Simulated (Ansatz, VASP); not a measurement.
One calculation of In3Cu, two programs

```
CELL_PARAMETERS angstrom
4.40674 0.00000 0.00000
0.00000 4.40674 0.00000
0.00000 0.00000 4.40674
ATOMIC_POSITIONS crystal
In 0.00000 0.50000 0.50000
In 0.50000 0.00000 0.50000
In 0.50000 0.50000 0.00000
Cu 0.00000 0.00000 0.00000
```

Alike in both runs: task single point; functional LDA; k mesh 10 × 10 × 10; occupations gaussian, width 0.15 eV; no spin polarisation.

```csv
,VASP,Ansatz
version,VASP 6.6.1,Ansatz 0.2.0
potentials or method,"VASP PAW LDA potentials, release 64 (In_d, Cu)","scalar-relativistic, plane waves, PAW"
plane-wave cutoff (eV),520,520
valence electrons in the cell,50,58
```

VASP gave:

```
gap on the k mesh at the Fermi level (eV) : none
pressure (GPa)                            : -2.8
```

Q: Estimate Ansatz's values.

A: gap on the k mesh at the Fermi level (eV): none; pressure (GPa): -2.9.

A gap of «none» marks a metal or a gap that the smearing closes. The two sets of potentials don't hold the same shells in valence.
